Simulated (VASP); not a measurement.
# The (1 1 1) face of Li (space group 229): relaxation and electronic structure, part 2 of 3

Wanted: how the (1 1 1) face of Li (space group 229) relaxes, and what it costs to take an electron out.

VASP 6.6.1; LDA; plane waves and PAW (Li).

So far. Step 2 (Surface relaxation): The run ended after 8 ionic steps, 0.073 eV below its first step, once the forces on the free atoms met EDIFFG = -0.03.

## (3) Vacuum level and density of states

A static run writes the electrostatic potential without exchange and correlation (LVHAR), which is flat in the vacuum and gives the level to count from. The dipole correction cancels the field that unlike faces would set up across the vacuum.

Contents of INCAR:

```
SYSTEM = Li
PREC = Normal
ENCUT = 300
EDIFF = 1E-06
NELM = 120
ISMEAR = 0
SIGMA = 0.05
LREAL = .FALSE.
ALGO = Fast
GGA = CA
NBANDS = 34
LORBIT = 11
LWAVE = .TRUE.
LCHARG = .TRUE.
IDIPOL = 3
LDIPOL = .TRUE.
DIPOL = 0.5 0.5 0.5
LVHAR = .TRUE.
LVACPOTAV = .TRUE.
LELF = .TRUE.
NEDOS = 1500
```

Contents of POSCAR:

```
Li
1.0
    4.9628996544      0.0000000000      0.0000000000
    2.4814498272      4.2979971772      0.0000000000
    0.0000000000      0.0000000000     24.1435241482
Li
12
Direct
    0.0000000000      0.0000000000      0.7261314575
    0.3333333330      0.3333333330      0.6787803715
    0.6666666670      0.6666666670      0.6501421223
    0.0000000000      0.0000000000      0.6053265134
    0.3333333330      0.3333333330      0.5629390910
    0.6666666670      0.6666666670      0.5209796970
    0.0000000000      0.0000000000      0.4790203030
    0.3333333330      0.3333333330      0.4370609090
    0.6666666670      0.6666666670      0.3946734866
    0.0000000000      0.0000000000      0.3498578777
    0.3333333330      0.3333333330      0.3212196285
    0.6666666670      0.6666666670      0.2738685425
```

Contents of KPOINTS:

```
Automatic mesh
0
Gamma
6 6 1
0 0 0
```

Contents of KPOINTS_OPT:

```
Line mode
14
Line-mode
Reciprocal
  0.00000000   0.00000000   0.00000000 GAMMA
  0.00000000  -0.50000000   0.00000000 M

  0.00000000  -0.50000000   0.00000000 M
  0.33333333  -0.33333333   0.00000000 K

  0.33333333  -0.33333333   0.00000000 K
  0.00000000   0.00000000   0.00000000 GAMMA
```

The projector-augmented-wave data sets are Li (LDA family, release 64).

Launch:

```bash
mpirun -np 4 vasp_std
```

Output:

```text
[banner, memory and clock lines left out]
running    4 mpi-ranks, on    1 nodes
 distrk:  each k-point on    4 cores,    1 groups
 distr:  one band on    1 cores,    4 groups

 POSCAR found type information on POSCAR Li
 POSCAR found :  1 types and      12 ions
 LDA part: xc-table for (Slater(with rela. corr.)+CA(PZ))
 , standard interpolation
|                                                                             |
|           W    W    AA    RRRRR   N    N  II  N    N   GGGG   !!!           |
|           W    W   A  A   R    R  NN   N  II  NN   N  G    G  !!!           |
|           W    W  A    A  R    R  N N  N  II  N N  N  G       !!!           |
|           W WW W  AAAAAA  RRRRR   N  N N  II  N  N N  G  GGG   !            |
|           WW  WW  A    A  R   R   N   NN  II  N   NN  G    G                |
|           W    W  A    A  R    R  N    N  II  N    N   GGGG   !!!           |
|                                                                             |
|     The number of bands has been changed from the values supplied in        |
|     The orbitals not found in the WAVECAR file will be initialized with     |
|     random numbers, which is usually adequate. For correlated               |
|     calculations, however, you should redo the groundstate calculation.     |
|     I found NBANDS = 34. Now, NBANDS = 36.                                  |
|                                                                             |

 POSCAR, INCAR and KPOINTS ok, starting setup
 FFT: planning ... GRIDC
 FFT: planning ... GRID_SOFT
 FFT: planning ... GRID
 WAVECAR not read
 entering main loop
       N       E                     dE             d eps       ncg     rms          rms(c)
DAV:   1    -0.114070662084E+02   -0.11407E+02   -0.17185E+03   504   0.127E+02
DAV:   2    -0.244860697916E+02   -0.13079E+02   -0.12354E+02   632   0.273E+01
DAV:   3    -0.251515128823E+02   -0.66544E+00   -0.65079E+00   640   0.486E+00
DAV:   4    -0.251791894579E+02   -0.27677E-01   -0.27657E-01   680   0.102E+00
DAV:   5    -0.251808995303E+02   -0.17101E-02   -0.17100E-02   684   0.251E-01    0.218E+00
RMM:   6    -0.233965501410E+02    0.17843E+01   -0.12200E-01   595   0.431E-01    0.168E+00
RMM:   7    -0.230153236798E+02    0.38123E+00   -0.31552E-02   604   0.239E-01    0.747E-01
RMM:   8    -0.228508184873E+02    0.16451E+00   -0.44806E-02   687   0.278E-01    0.546E-01
RMM:   9    -0.228595139884E+02   -0.86955E-02   -0.95469E-03   564   0.132E-01    0.301E-01
RMM:  10    -0.228071479624E+02    0.52366E-01   -0.12644E-02   670   0.144E-01    0.198E-01
RMM:  11    -0.228076497914E+02   -0.50183E-03   -0.15459E-03   652   0.639E-02    0.140E-01
RMM:  12    -0.228068799153E+02    0.76988E-03   -0.10566E-03   645   0.454E-02    0.446E-02
RMM:  13    -0.228069773150E+02   -0.97400E-04   -0.51285E-04   630   0.283E-02    0.263E-02
RMM:  14    -0.228067193392E+02    0.25798E-03   -0.87348E-05   624   0.144E-02    0.123E-02
RMM:  15    -0.228076191700E+02   -0.89983E-03   -0.15517E-04   683   0.127E-02    0.682E-03
RMM:  16    -0.228077023608E+02   -0.83191E-04   -0.10520E-05   633   0.587E-03    0.439E-03
RMM:  17    -0.228079047999E+02   -0.20244E-03   -0.21105E-05   712   0.444E-03    0.142E-03
RMM:  18    -0.228079087406E+02   -0.39406E-05   -0.18786E-06   606   0.222E-03    0.683E-04
RMM:  19    -0.228079121722E+02   -0.34317E-05   -0.59731E-07   584   0.119E-03    0.254E-04
RMM:  20    -0.228079123877E+02   -0.21546E-06   -0.13215E-07   526   0.673E-04
|                                                                             |
|           W    W    AA    RRRRR   N    N  II  N    N   GGGG   !!!           |
|           W    W   A  A   R    R  NN   N  II  NN   N  G    G  !!!           |
|           W    W  A    A  R    R  N N  N  II  N N  N  G       !!!           |
|           W WW W  AAAAAA  RRRRR   N  N N  II  N  N N  G  GGG   !            |
|           WW  WW  A    A  R   R   N   NN  II  N   NN  G    G                |
|           W    W  A    A  R    R  N    N  II  N    N   GGGG   !!!           |
|                                                                             |
|     Did not find any points to average over, which means that no vacuum     |
|     field-free region was found. Please increase the size of  your cell     |
|     in the dimension of the dipole correction to obtain accurate            |
|     workfunction values.                                                    |
|                                                                             |

   1 F= -.22807912E+02 E0= -.22805775E+02  d E =-.427559E-02
 Start KPOINTS_OPT (optional k-point list driver)
k-point batch [1-7\42]
       N       E                     dE             ncg
DAV:   1    -0.152677615736E+03   -0.38814E+03      504
DAV:   2    -0.220598624554E+03   -0.67921E+02      676
DAV:   3    -0.223905214075E+03   -0.33066E+01      624
DAV:   4    -0.223978220548E+03   -0.73006E-01      604
DAV:   5    -0.223980479522E+03   -0.22590E-02      592
DAV:   6    -0.223980594401E+03   -0.11488E-03      660
DAV:   7    -0.223980596692E+03   -0.22905E-05      568
DAV:   8    -0.223980596816E+03   -0.12490E-06      500
[...]
k-point batch [36-42\42]
       N       E                     dE             ncg
DAV:   1    -0.151606003383E+03   -0.46096E+03      504
DAV:   2    -0.217672279574E+03   -0.66066E+02      668
DAV:   3    -0.221013492222E+03   -0.33412E+01      616
DAV:   4    -0.221090419599E+03   -0.76927E-01      624
DAV:   5    -0.221092699795E+03   -0.22802E-02      612
DAV:   6    -0.221092813665E+03   -0.11387E-03      640
DAV:   7    -0.221092816903E+03   -0.32389E-05      616
DAV:   8    -0.221092817065E+03   -0.16197E-06      472
 writing wavefunctions
```

Elapsed: 40 s, on 4 MPI ranks of AMD EPYC 7R43, shared host; peak memory 0.52 GiB.

From OUTCAR (step 3):

```text
 Found      7 irreducible k-points:

   k-points           NKPTS =      7   k-points in BZ     NKDIM =      7   number of bands    NBANDS=     36

   NELECT =      12.0000    total number of electrons

 dipolmoment           0.000000      0.000000      0.000000 electrons x Angstroem

 E-fermi :  -1.2200

 k-point     1 :       0.0000    0.0000    0.0000
  band No.  band energies     occupation
      1      -4.5428      2.00000
      2      -4.1611      2.00000
      3      -3.3954      2.00000
      4      -2.4688      2.00000
      5      -1.5097      2.00000
      6      -0.4302      0.00000
      7       0.5236      0.00000
      8       1.0541      0.00000
      9       1.0541      0.00000
     10       1.1753      0.00000
    ...

 k-point     2 :       0.1667   -0.0000    0.0000
  band No.  band energies     occupation
      1      -4.3739      2.00000
      2      -3.9928      2.00000
      3      -3.2249      2.00000
      4      -2.2928      2.00000
      5      -1.3400      1.99931
      6      -0.4078      0.00000
      7      -0.2850      0.00000
      8      -0.0188      0.00000
      9       0.0178      0.00000
     10       0.4513      0.00000
    ...

  Total       -3.1003090     -3.1003090     -0.8351726      0.0000000      0.0000000      0.0000000
  in kB       -9.6452455     -9.6452455     -2.5982716      0.0000000      0.0000000      0.0000000
  external PRESSURE =      -7.2962542 kB  Pullay stress =       0.0000000 kB

 POSITION                                       TOTAL-FORCE (eV/Angst)
 -----------------------------------------------------------------------------------
      0.00000      0.00000     17.53137         0.000000      0.000000     -0.028862
      2.48145      1.43267     16.38815        -0.000000      0.000000      0.007731
      4.96290      2.86533     15.69672         0.000000      0.000000     -0.020747
      0.00000      0.00000     14.61472        -0.000000      0.000000      0.000040
      2.48145      1.43267     13.59133        -0.000000     -0.000000     -0.159277
      4.96290      2.86533     12.57829        -0.000000      0.000000      0.050900
      0.00000      0.00000     11.56524         0.000000      0.000000     -0.050900
      2.48145      1.43267     10.55219         0.000000      0.000000      0.159277
      4.96290      2.86533      9.52881         0.000000     -0.000000     -0.000040
      0.00000      0.00000      8.44680         0.000000     -0.000000      0.020747
      2.48145      1.43267      7.75537         0.000000      0.000000     -0.007731
      4.96290      2.86533      6.61215        -0.000000     -0.000000      0.028862
 -----------------------------------------------------------------------------------
    total drift:                               -0.000000     -0.000000     -0.000000

  FREE ENERGIE OF THE ION-ELECTRON SYSTEM (eV)
  ---------------------------------------------------
  free  energy   TOTEN  =       -22.8079123877 eV

  energy  without entropy=      -22.8036368025  energy(sigma->0) =      -22.80577460

 vacuum level on the upper side and lower side of the slab         1.784         1.784

[... 8 parts as in an earlier step ...]

[... 6 further parts left out ...]
```

This step gave:

```
electronic cycles                          : 20
Fermi energy                               : -1.22 eV
DOS at the Fermi level                     : 3.069 states/eV/cell
vacuum levels                              : 1.784, 1.784 eV
work functions of the upper and lower face : 3.004, 3.004 eV
```

The electronic bands at the labelled points (eV, zero at the Fermi level; # counts the bands kept):

| point | #3 | #4 | #5 | #6 | #7 | #8 | #9 | #10 |
| --- | --- | --- | --- | --- | --- | --- | --- | --- |
| Γ | -2.18 | -1.25 | -0.29 | 0.79 | 1.74 | 2.27 | 2.27 | 2.40 |
| 0.46 of the way | -1.85 | -0.91 | 0.03 | 0.24 | 0.61 | 0.93 | 0.98 | 1.37 |
| M | -1.43 | -1.42 | -0.65 | -0.64 | 0.16 | 0.35 | 0.39 | 0.79 |
| 0.46 of the way | -1.33 | -1.32 | -0.55 | -0.53 | -0.22 | 0.19 | 0.28 | 0.50 |
| K | -1.32 | -0.94 | -0.94 | -0.93 | -0.16 | -0.16 | -0.12 | 0.70 |
| 0.46 of the way | -1.58 | -0.64 | -0.02 | -0.01 | 0.28 | 0.37 | 0.38 | 0.95 |
| Γ | -2.18 | -1.25 | -0.29 | 0.79 | 1.74 | 2.27 | 2.27 | 2.40 |

The density of states has structure finer than the step of the table below, so its rows give means over 0.25 eV, whole bins alone (the curve runs from -3.93 to 7.94 eV). Peaks (eV: height): total 4.043: 17.1, 4.179: 18.8, 4.722: 16.0, 5.084: 17.5, 5.265: 16.3, 6.035: 20.0, 6.261: 16.2; Li s -2.794: 1.01, -2.160: 0.981, -1.753: 1.10, 4.043: 1.14, 4.179: 1.20, 5.990: 0.954, 6.397: 0.964; Li p 0.149: 2.69, 0.556: 2.15, 0.964: 2.12, 4.224: 2.12, 5.084: 2.27, 6.035: 2.69, 6.261: 2.36.

Means over bins of 0.045 eV. The density of states by energy, zero at the Fermi level; means over each step; values in states/eV/cell:

| energy (eV) | total | Li s | Li p |
| --- | --- | --- | --- |
| -3.75 | 0 | 0 | 0 |
| -3.50 | 0.0284 | 0.00526 | 1.5e-4 |
| -3.25 | 1.18 | 0.212 | 0.0159 |
| -3.00 | 0.729 | 0.127 | 0.0154 |
| -2.75 | 3.46 | 0.572 | 0.121 |
| -2.50 | 1.66 | 0.260 | 0.0793 |
| -2.25 | 3.38 | 0.492 | 0.212 |
| -2.00 | 2.43 | 0.340 | 0.150 |
| -1.75 | 4.98 | 0.649 | 0.407 |
| -1.50 | 2.91 | 0.352 | 0.261 |
| -1.25 | 3.47 | 0.367 | 0.386 |
| -1.00 | 6.02 | 0.615 | 0.655 |
| -0.75 | 5.93 | 0.538 | 0.726 |
| -0.50 | 2.27 | 0.187 | 0.272 |
| -0.25 | 6.25 | 0.402 | 0.978 |
| 0.00 | 7.90 | 0.468 | 1.19 |
| 0.25 | 7.47 | 0.302 | 1.29 |
| 0.50 | 5.96 | 0.214 | 1.13 |
| 0.75 | 6.20 | 0.116 | 1.17 |
| 1.00 | 7.14 | 0.165 | 1.35 |
| 1.25 | 7.48 | 0.251 | 1.31 |
| 1.50 | 1.74 | 0.0479 | 0.312 |
| 1.75 | 7.87 | 0.160 | 1.34 |
| 2.00 | 2.78 | 0.0603 | 0.493 |
| 2.25 | 5.59 | 0.170 | 0.803 |
| 2.50 | 7.18 | 0.276 | 0.982 |
| 2.75 | 5.33 | 0.0875 | 0.933 |
| 3.00 | 4.18 | 0.281 | 0.512 |
| 3.25 | 4.29 | 0.286 | 0.506 |
| 3.50 | 7.45 | 0.386 | 0.690 |
| 3.75 | 11.2 | 0.501 | 1.27 |
| 4.00 | 10.3 | 0.647 | 1.27 |
| 4.25 | 11.5 | 0.659 | 1.43 |
| 4.50 | 9.07 | 0.419 | 1.03 |
| 4.75 | 10.5 | 0.317 | 1.33 |
| 5.00 | 7.22 | 0.212 | 0.874 |
| 5.25 | 11.8 | 0.498 | 1.59 |
| 5.50 | 3.97 | 0.120 | 0.546 |
| 5.75 | 10.3 | 0.366 | 1.30 |
| 6.00 | 14.8 | 0.670 | 1.94 |
| 6.25 | 11.4 | 0.664 | 1.58 |
| 6.50 | 11.1 | 0.724 | 1.41 |
| 6.75 | 7.02 | 0.402 | 1.08 |
| 7.00 | 7.75 | 0.403 | 1.06 |
| 7.25 | 5.05 | 0.252 | 0.739 |
| 7.50 | 4.02 | 0.162 | 0.584 |
| 7.75 | 0.735 | 0.0280 | 0.157 |

The planar average of the electrostatic potential oscillates, so the rows of the table below give means over windows of 1.9 Å about each position, cut where the curve ends. Its maxima inside the range that stand out by 2 % of the span (Å: eV): 7.2: -0.183, 9.1: -0.110, 10.1: -0.135, 11.1: -0.192, 12.1: -0.185, 13.1: -0.192, 14.1: -0.135, 15.1: -0.110, 17.0: -0.183. Its minima: 6.7: -0.453, 8.0: -1.36, 9.5: -0.387, 10.5: -0.418, 11.5: -0.424, 12.6: -0.424, 13.6: -0.418, 14.6: -0.387, 16.1: -1.36, 17.4: -0.453.

Zero at the Fermi level. Table of planar average of the electrostatic potential by height; means over each step:

height (Å), planar average of the electrostatic potential (eV) and a bar from the least value:
```
     0.95       3.01 ##############################
     2.85       3.00 ##############################
     4.75       2.68 ###########################
     6.65       0.16 #######
     8.55      -0.73 
    10.45      -0.27 ####
    12.35      -0.30 ####
    14.25      -0.26 ####
    16.15      -0.77 
    18.05       0.95 ##############
    19.95       2.88 #############################
    21.85       3.01 ##############################
    23.75       3.01 ##############################
```

Density of states in the PAW spheres, an atom over height of the layer and energy from the Fermi level.

Ten even steps from '_' (0.000 states/eV) to '@' (0.170 states/eV), each cell a mean:
```
++##******====******##++
%%@@@@%%@@@@@@@@%%@@@@%%
::--================--::
++##**++++====++++**##++
--====++++++++++++====--
--======--------======--
::--------------------::
..::::::::....::::::::..
..::::--::::::::--::::..
____................____
________________________
________________________
________________________
________________________
________________________
________________________
________________________
________________________
________________________
________________________
________________________
________________________
```
Columns: height of the layer (Å) from 6.6 to 17.5 (not evenly spaced); rows upwards: energy from the Fermi level (eV) from -7.9 to 0.5.

Force by atom:

| atom | x (eV/Å) | y (eV/Å) | z (eV/Å) | size |
| --- | --- | --- | --- | --- |
| Li1 | 0.000 | 0.000 | -0.029 | 0.029 |
| Li2 | 0.000 | 0.000 | 0.008 | 0.008 |
| Li3 | 0.000 | 0.000 | -0.021 | 0.021 |
| Li4 | 0.000 | 0.000 | 0.000 | 0.000 |
| Li5 | 0.000 | 0.000 | -0.159 | 0.159 |
| Li6 | 0.000 | 0.000 | 0.051 | 0.051 |
| Li7 | 0.000 | 0.000 | -0.051 | 0.051 |
| Li8 | 0.000 | 0.000 | 0.159 | 0.159 |
| Li9 | 0.000 | 0.000 | 0.000 | 0.000 |
| Li10 | 0.000 | 0.000 | 0.021 | 0.021 |
| Li11 | 0.000 | 0.000 | -0.008 | 0.008 |
| Li12 | 0.000 | 0.000 | 0.029 | 0.029 |

Electrostatic potential energy in the ca plane at fractional y = 0.000, with atoms of Li within 0.2 Å of it. With pseudopotentials it is smooth inside the atoms' cores, unlike the true potential.

Ten even steps from '0' (-24 eV) to '9' (2 eV), each cell a mean:
```
99973003899861016899830038997300278999999999
99987457899986458999874578998744688999999999
99998889999998889999998899999888899999999999
99999999999999999999999999999999999999999999
99999999999999999999999999999999999999999999
99999999999999999999999999999999999999999999
99999999999999999999999999999999999999999999
99999999999999999999999999999999999999999999
99999999999999999999999999999999999999999999
99999999999999999999999999999988999999999999
99998778999987778999987789999876789999999999
99985125899973137999851258998511478999999999
99972002799850005899720027997200178999999999
```
Columns run along c (16.0 Å, from fractional 0.27 to 0.93 of the cell; values clipped at the 3rd and 97th percentile), rows up along a (5.0 Å). Atoms in or near the plane, at fractional coordinates: Li at (0.73, 0.00), Li at (0.61, 0.00), Li at (0.48, 0.00), Li at (0.35, 0.00).

Valence density in the ca plane at fractional y = 0.000, with atoms of Li within 0.2 Å of it. It is the smooth field of the valence electrons, not physical close to the nuclei.

Ten even steps from '0' (0.000 e/Å³) to '9' (0.062 e/Å³), each cell a mean:
```
34554334677754346788753358998522211000000000
34566556777765557788765568999753221000000000
45677777777777777888777788999864321000000000
45788888877777777877777888998764321000000000
46789988887777777777778888888754321000000000
56889988887778877777778888887654211000000000
56889988887778877777778888887654211000000000
56789988887777877777778888887654311000000000
46788888877777777777777888888764321000000000
45678888877777777887777788998764321000000000
34666667777776667888776678999754321000000000
34555445677764446788754468999633211000000000
34543224677653235788653357998422211000000000
```
Columns run along c (16.0 Å, from fractional 0.27 to 0.93 of the cell), rows up along a (5.0 Å). Atoms in or near the plane, at fractional coordinates: Li at (0.73, 0.00), Li at (0.61, 0.00), Li at (0.48, 0.00), Li at (0.35, 0.00).

ELF in the ca plane at fractional y = 0.000, with atoms of Li within 0.2 Å of it. It is the smooth field of the valence electrons, not physical close to the nuclei.

Ten even steps from '0' (0.00) to '9' (0.80), each cell a mean:
```
55410000466410002677300015886200001221000000
66642113677631014787520136899621123321000000
78876556777765457788754467999987665421000000
89998877777777777888776778899999875421000000
99999887777778877777777788889998765321000000
99999887777778877766778887778887654321000000
99999887767778877766778887777877654321000000
99999887777778877777777888888888764321000000
99998887777777777777777778899999875421000000
88887767777776667888765668999998765421000000
77754334677642235787632247899853344321000000
55420001566520003687410015897300012221000000
54310000366400002676300004886100001221000000
```
Columns run along c (16.0 Å, from fractional 0.27 to 0.93 of the cell), rows up along a (5.0 Å). Atoms in or near the plane, at fractional coordinates: Li at (0.73, 0.00), Li at (0.61, 0.00), Li at (0.48, 0.00), Li at (0.35, 0.00).

The density of states holds every band computed, so its fall toward the upper end of the range is no gap.

The map of layer states is cut here 0.5 eV above the Fermi level, so it leaves out the states above that.

The vacuum level lies 3.00 eV above the Fermi level at the upper face; both faces agree, as the slab has next to no dipole.

The program found no field-free point at its default tolerance, but its printed level agrees with the flat part of the planar average.

On this mesh the fine structure of the density of states is sampling noise, and high empty states may be cut by the number of bands.

(Continued in part 3 of 3.)

[Lines on the potential files, build, host, timing and source positions are cut from VASP's logs without a mark.]

[Logs are printed without paths, hosts, clocks, repeated set-up lines and the standing remarks that a program may print on its own settings, such as how far it seeks lower states.]

[Hosts, paths, dates, database ids (printed as entryN), source tags and the programs' standing remarks are cut or masked in the printed files.]

[In band tables of VASP the shares of atoms and orbitals are scaled to a sum of 1 inside the atoms' spheres.]

[Runs that stopped without an error message from VASP are left out.]
